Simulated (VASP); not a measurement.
All values below come from PW91 GGA, VASP's PBE PAW potentials (set 64) (plane waves; VASP).

VASP ran on this input.

**INCAR**
```
# general
SYSTEM  = Cr
PREC    = Accurate
ENCUT   = 520
LREAL   = .FALSE.
LASPH   = .TRUE.

# electronic loop
EDIFF   = 1E-7
NELM    = 100
ALGO    = Normal
LMAXMIX = 4

# smearing
ISMEAR  = -5

# functional
GGA     = 91

# spin
ISPIN   = 2
MAGMOM  = 0.7 -0.7

# ions
ISIF    = 2

# output
LWAVE   = .FALSE.
LCHARG  = .TRUE.
LORBIT  = 11
NEDOS   = 601
```

**KPOINTS**
```
kpoints
0
Gamma
14 14 14
0 0 0
```

POSCAR:
```
Cr
1
    2.8539150874     0.0000000000    -0.0000000000
    0.0000000000     2.8539150874     0.0000000000
   -0.0000000000     0.0000000000     2.8539150874
Cr
2
Direct
  0.0000000000   0.0000000000   0.0000000000
  0.5000000000   0.5000000000   0.5000000000
```

POTCAR, in this order: Cr_pv (PBE.64 set). Program: vasp_std.

What VASP printed:

File OSZICAR:
```
       N       E                     dE             d eps       ncg     rms          rms(c)
DAV:   1     0.230240530513E+03    0.23024E+03   -0.14387E+04  7704   0.185E+03
DAV:   2    -0.140558110892E+02   -0.24430E+03   -0.24290E+03  8088   0.500E+02
DAV:   3    -0.220675057880E+02   -0.80117E+01   -0.79762E+01 10000   0.103E+02
DAV:   4    -0.221745882666E+02   -0.10708E+00   -0.10705E+00  9168   0.122E+01
DAV:   5    -0.221771679814E+02   -0.25797E-02   -0.25710E-02 10640   0.150E+00    0.181E+01
DAV:   6    -0.189942600746E+02    0.31829E+01   -0.19192E+01  8240   0.526E+01    0.335E+00
DAV:   7    -0.189745732598E+02    0.19687E-01   -0.19243E-01  8296   0.611E+00    0.199E+00
DAV:   8    -0.189633902054E+02    0.11183E-01   -0.17603E-02 10752   0.145E+00    0.118E+00
DAV:   9    -0.189583026178E+02    0.50876E-02   -0.22270E-02  9640   0.143E+00    0.286E-01
DAV:  10    -0.189588177218E+02   -0.51510E-03   -0.15265E-03 11288   0.382E-01    0.220E-01
DAV:  11    -0.189602334664E+02   -0.14157E-02   -0.28904E-02 10144   0.116E+00    0.169E-01
DAV:  12    -0.189606607082E+02   -0.42724E-03   -0.76131E-03  9632   0.674E-01    0.108E-01
DAV:  13    -0.189609301042E+02   -0.26940E-03   -0.35998E-03 10312   0.401E-01    0.746E-02
DAV:  14    -0.189611105925E+02   -0.18049E-03   -0.52906E-03 10000   0.454E-01    0.232E-02
DAV:  15    -0.189611364492E+02   -0.25857E-04   -0.68147E-04  9976   0.168E-01    0.718E-03
DAV:  16    -0.189611348387E+02    0.16105E-05   -0.14963E-05  8696   0.531E-02    0.748E-03
DAV:  17    -0.189611327161E+02    0.21226E-05   -0.73356E-06 10496   0.232E-02    0.584E-03
DAV:  18    -0.189611328246E+02   -0.10844E-06   -0.10914E-06  7600   0.899E-03    0.488E-03
DAV:  19    -0.189611332734E+02   -0.44888E-06   -0.18786E-07  4160   0.487E-03    0.140E-03
DAV:  20    -0.189611331366E+02    0.13686E-06   -0.17831E-07  4048   0.344E-03    0.912E-04
DAV:  21    -0.189611333898E+02   -0.25321E-06   -0.10016E-07  3840   0.296E-03    0.430E-04
DAV:  22    -0.189611333579E+02    0.31845E-07   -0.52360E-09  3840   0.640E-04
   1 F= -.18961133E+02 E0= -.18961133E+02  d E =0.000000E+00  mag=    -0.0000
```

File OUTCAR:
```
------------------------ aborting loop because EDIFF is reached ----------------------------------------
  FORCE on cell =-STRESS in cart. coord.  units (eV):
  Direction    XX          YY          ZZ          XY          YZ          ZX
  --------------------------------------------------------------------------------------
  Total        0.0358003      0.0358003      0.0358003      0.0000000      0.0000000      0.0000000
  in kB        2.4675988      2.4675988      2.4675988      0.0000000      0.0000000      0.0000000
  external PRESSURE =       2.4675988 kB  Pullay stress =       0.0000000 kB
  volume of cell :       23.24
      direct lattice vectors                 reciprocal lattice vectors
     2.853915087  0.000000000  0.000000000     0.350395849  0.000000000  0.000000000
     0.000000000  2.853915087  0.000000000     0.000000000  0.350395849  0.000000000
     0.000000000  0.000000000  2.853915087     0.000000000  0.000000000  0.350395849
 POSITION                                       TOTAL-FORCE (eV/Angst)
 -----------------------------------------------------------------------------------
      0.00000      0.00000      0.00000        -0.000000      0.000000     -0.000000
      1.42696      1.42696      1.42696         0.000000     -0.000000      0.000000
 -----------------------------------------------------------------------------------
    total drift:                                0.000000      0.000000     -0.000000
  FREE ENERGIE OF THE ION-ELECTRON SYSTEM (eV)
  ---------------------------------------------------
  free  energy   TOTEN  =       -18.9611333579 eV

  energy  without entropy=      -18.9611333579  energy(sigma->0) =      -18.96113336

 total charge

# of ion       s       p       d       tot
------------------------------------------
    1        0.427   6.400   4.221  11.048
    2        0.427   6.400   4.221  11.048
--------------------------------------------------
tot          0.854  12.799   8.442  22.095

 magnetization (x)

# of ion       s       p       d       tot
------------------------------------------
    1        0.008   0.003   0.714   0.725
    2       -0.008  -0.003  -0.714  -0.725
--------------------------------------------------
tot          0.000   0.000   0.000   0.000
```
(Selected blocks of OUTCAR.)

OUTCAR:
```
 val. band max:       10.9441833169   @ k =   0.5000   0.5000   0.1429

 cond. band min:      10.7309287191   @ k =   0.3571   0.0714   0.0714


 Fermi energy:        10.7952801357

 spin component 1

 k-point     1 :       0.0000    0.0000    0.0000
  band No.  band energies     occupation
      1     -32.5458      1.00000
      2     -32.5458      1.00000
      3     -32.5458      1.00000
      4     -31.6112      1.00000
      5     -31.6112      1.00000
      6     -31.6112      1.00000
      7       3.0656      1.00000
      8       6.5811      1.00000
      9       6.5811      1.00000
     10       9.9107      1.00000
     11       9.9107      1.00000
     12       9.9107      1.00000
     13      12.0038      0.00000
     14      12.0038      0.00000
     15      13.3171      0.00000
     16      13.3171      0.00000

 k-point     2 :       0.0714    0.0000    0.0000
  band No.  band energies     occupation
      1     -32.5489      1.00000
      2     -32.5402      1.00000
      3     -32.5402      1.00000
      4     -31.6251      1.00000
      5     -31.6158      1.00000
      6     -31.6158      1.00000
      7       3.1775      1.00000
      8       6.6384      1.00000
      9       6.6451      1.00000
     10       9.9046      1.00000
     11       9.9046      1.00000
     12       9.9475      1.00000
     13      11.9257      0.00000
     14      12.0336      0.00000
     15      13.1720      0.00000
     16      13.1720      0.00000

 k-point     3 :       0.1429    0.0000    0.0000
  band No.  band energies     occupation
      1     -32.5573      1.00000
      2     -32.5241      1.00000
      3     -32.5241      1.00000
      4     -31.6643      1.00000
      5     -31.6292      1.00000
      6     -31.6292      1.00000
      7       3.5066      1.00000
      8       6.8089      1.00000
      9       6.8231      1.00000
     10       9.8916      1.00000
     11       9.8916      1.00000
...
```

For a metal the tetrahedron method with Blöchl corrections gives inexact stress and forces.

The compound is Cr in the bcc, AFM order structure. It was relaxed first.
